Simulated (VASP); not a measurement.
Data:

```xyz
2
Lattice="4.1312 -2.2828 -0.0163 4.1312 2.2828 -0.0163 2.8845 0.0000 3.7360" Properties=species:S:1:pos:R:3 pbc="T T T"
Bi     2.6295     0.0000     0.8736
Bi     8.5175     0.0000     2.8299
```

All values below come from PBE GGA with D3 dispersion (zero damping), VASP's PBE PAW potentials (set 64) (plane waves; VASP). Settings: 520 eV cut-off, Gaussian smearing of 0.050 eV, potentials Bi_d.

Task: Give the energies of bands 13 to 18 at the high-symmetry points, in eV from the Fermi level.

Result: 
| band | Γ | T | H2 | L | S0 | F |
|---|---|---|---|---|---|---|
| 13 | -1.37 | -0.83 | -4.00 | -1.11 | -4.29 | -4.63 |
| 14 | -1.16 | -0.50 | -3.92 | -1.00 | -2.40 | -2.94 |
| 15 | -1.16 | -0.50 | -0.28 | -0.20 | -2.38 | -2.85 |
| 16 | 2.69 | 0.63 | 0.76 | -0.20 | 3.04 | 2.51 |
| 17 | 3.04 | 0.63 | 5.11 | 0.52 | 3.14 | 4.98 |
| 18 | 3.04 | 0.66 | 5.11 | 0.94 | 4.74 | 5.38 |

It has no gap at this level: it comes out as a metal or semimetal.

The compound is Bi in the a7 structure. It was relaxed first.
